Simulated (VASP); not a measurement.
# BaMn2Bi2: how cutoff and mesh change the moments, part 2 of 2

How far do the magnetic moments of BaMn2Bi2 depend on cutoff and mesh? The starting structure is a cell with measured lattice constants from the literature and the atomic positions of a computed structure of the Materials Project. The reference starts from antiferromagnetic moments, in one pattern that fits into this cell.

VASP 6.6.1.

Results so far: reference 3.86 μB on Mn; a 4×4×4 mesh 3.85 μB on Mn.

### 4. Run with a 10×10×10 mesh (continued)

Level of this step: PBEsol, spin-polarised from an antiferromagnetic start; plane waves and PAW (Bi_d, Ba_sv, Mn_pv) (VASP).

Parts of OUTCAR (step 4):

```text
  Total       -2.8179908     -2.8179908     -3.0508678      0.0000000      0.0000000      0.0000000
  in kB      -30.4940904    -30.4940904    -33.0141024      0.0000000      0.0000000      0.0000000
  external PRESSURE =     -31.3340944 kB  Pullay stress =       0.0000000 kB

 POSITION                                       TOTAL-FORCE (eV/Angst)
 -----------------------------------------------------------------------------------
      0.00000     -4.49020     -5.38702        -0.000000      0.000000      0.266534
     -2.24510     -2.24510     -1.95648         0.000000     -0.000000     -0.266534
      0.00000      0.00000      0.00000         0.000000      0.000000      0.000000
     -2.24510     -4.49020     -3.67175        -0.000000     -0.000000      0.000000
      0.00000     -2.24510     -3.67175        -0.000000      0.000000     -0.000000
 -----------------------------------------------------------------------------------
    total drift:                                0.000000     -0.000000     -0.000000

  FREE ENERGIE OF THE ION-ELECTRON SYSTEM (eV)
  ---------------------------------------------------
  free  energy   TOTEN  =       -30.7683552393 eV

  energy  without entropy=      -30.7708171077  energy(sigma->0) =      -30.76917586

 magnetization (x)
# of ion       s       p       d       tot
------------------------------------------
    1        0.000   0.000   0.000   0.000
    2        0.000   0.000   0.000   0.000
    3        0.000   0.000   0.000   0.000
    4        0.049   0.046   3.764   3.859
    5       -0.049  -0.046  -3.764  -3.859
--------------------------------------------------
tot          0.000   0.000  -0.000  -0.000

[... 1 part as in an earlier step ...]

[... 2 further parts left out ...]
[key lines of the parts left out:]
E-fermi :   5.3292
```

A 10×10×10 mesh: the moments inside the Mn spheres have a mean size of 3.86 μB, and the cell carries 0.00 μB, with a gap of 0.17 eV on the mesh.

### 5. Run with a cutoff of 550 eV

Against step 2 the input has ENCUT = 550.

File INCAR:

```
SYSTEM = BaMn2Bi2
PREC = Accurate
ENCUT = 550
EDIFF = 1E-07
NELM = 200
ISMEAR = 1
SIGMA = 0.15
LREAL = .FALSE.
ALGO = Normal
GGA = PS
NBANDS = 43
ISPIN = 2
MAGMOM = 0 0 0 4.8 -4.8
LASPH = .TRUE.
LMAXMIX = 4
LORBIT = 11
LWAVE = .FALSE.
LCHARG = .FALSE.
KPAR = 8
```

File POSCAR:

```
BaMn2Bi2
1.0
    0.0000000000     -4.4902000000      0.0000000000
   -4.4902000000      0.0000000000      0.0000000000
    2.2451000000     -2.2451000000     -7.3435000000
Bi Ba Mn
2 1 2
Direct
    0.6332120000      0.3667880000      0.7335760000
    0.3667880000      0.6332120000      0.2664240000
    0.0000000000      0.0000000000      0.0000000000
    0.7500000000      0.7500000000      0.5000000000
    0.2500000000      0.2500000000      0.5000000000
```

File KPOINTS:

```
Automatic mesh
0
Gamma
8 8 8
0 0 0
```

PAW data sets: Bi_d, Ba_sv and Mn_pv (PBE family, release 64).

The run is started by

```console
$ mpirun -np 8 vasp_std
```

What it wrote:

```text
[... set-up lines as in an earlier step ...]
 entering main loop
       N       E                     dE             d eps       ncg     rms          rms(c)
DAV:   1     0.809015435151E+03    0.80902E+03   -0.35949E+04 10156   0.181E+03
DAV:   2     0.565404877308E+02   -0.75247E+03   -0.72823E+03 10220   0.522E+02
DAV:   3    -0.284202378724E+02   -0.84961E+02   -0.82048E+02 11465   0.185E+02
DAV:   4    -0.329720200648E+02   -0.45518E+01   -0.44671E+01 13428   0.420E+01
[...]
DAV:  17    -0.307685529272E+02   -0.40879E-06   -0.21792E-06  9429   0.903E-03    0.322E-03
DAV:  18    -0.307685527337E+02    0.19350E-06   -0.30982E-07  9869   0.314E-03    0.257E-03
DAV:  19    -0.307685526997E+02    0.33977E-07   -0.41890E-08  6022   0.180E-03
   1 F= -.30768553E+02 E0= -.30769380E+02  d E =0.248215E-02  mag=     0.0000
```

Wall time 3.6 min (8 MPI ranks of Intel Xeon Platinum 8488C (Sapphire Rapids), shared host); peak memory 6.3 GiB.

Parts of OUTCAR (step 5):

```text
  Total       -2.5669233     -2.5669233     -2.8068228      0.0000000     -0.0000000      0.0000000
  in kB      -27.7772345    -27.7772345    -30.3732392      0.0000000     -0.0000000      0.0000000
  external PRESSURE =     -28.6425694 kB  Pullay stress =       0.0000000 kB

 POSITION                                       TOTAL-FORCE (eV/Angst)
 -----------------------------------------------------------------------------------
      0.00000     -4.49020     -5.38702         0.000000     -0.000000      0.268378
     -2.24510     -2.24510     -1.95648         0.000000     -0.000000     -0.268378
      0.00000      0.00000      0.00000         0.000000     -0.000000      0.000000
     -2.24510     -4.49020     -3.67175        -0.000000      0.000000      0.000000
      0.00000     -2.24510     -3.67175        -0.000000     -0.000000      0.000000
 -----------------------------------------------------------------------------------
    total drift:                               -0.000000     -0.000000     -0.000000

  FREE ENERGIE OF THE ION-ELECTRON SYSTEM (eV)
  ---------------------------------------------------
  free  energy   TOTEN  =       -30.7685526997 eV

  energy  without entropy=      -30.7710348507  energy(sigma->0) =      -30.76938008

 magnetization (x)
# of ion       s       p       d       tot
------------------------------------------
    1        0.000   0.000   0.000   0.000
    2        0.000   0.000   0.000   0.000
    3        0.000   0.000   0.000   0.000
    4        0.048   0.046   3.764   3.859
    5       -0.048  -0.046  -3.764  -3.859
--------------------------------------------------
tot          0.000   0.000   0.000   0.000

[... 1 part as in an earlier step ...]

[... 2 further parts left out ...]
[key lines of the parts left out:]
E-fermi :   5.3236
```

A cutoff of 550 eV: the moments inside the Mn spheres have a mean size of 3.86 μB, and the cell carries 0.00 μB, with a gap of 0.16 eV on the mesh.

### 6. The runs compared

```
               run  mean size of the moment on Mn (μB)  cell (μB)  gap on the mesh (eV)  core minutes
         reference                                3.86        0.0                  0.16          19.7
      a 4×4×4 mesh                                3.85        0.0                  0.17          6.93
   a 10×10×10 mesh                                3.86        0.0                  0.17          29.6
a cutoff of 550 eV                                3.86        0.0                  0.16          28.9
```

Core minutes are wall time times ranks of the run shown, on a shared host.

### 7. Results

- mean size of the moment on Mn, reference: 3.86 μB
- mean size of the moment on Mn, a 4×4×4 mesh: 3.85 μB
- mean size of the moment on Mn, a 10×10×10 mesh: 3.86 μB
- mean size of the moment on Mn, a cutoff of 550 eV: 3.86 μB

The Mn moment is 3.86 μB in the reference and moves most with a 4×4×4 mesh, by -0.013 μB. On finer settings it changes by +0.000 μB with a 10×10×10 mesh and +0.000 μB with a cutoff of 550 eV. The functional and the magnetic order aren't tested here. Further runs on this material are not shown.

[Lines on the potential files, build, host, timing and source positions are cut from VASP's logs without a mark.]

[Logs are printed without paths, hosts, clocks, repeated set-up lines and the standing remarks that a program may print on its own settings, such as how far it seeks lower states.]

[Hosts, paths, dates, database ids (printed as entryN), source tags and the programs' standing remarks are cut or masked in the printed files.]
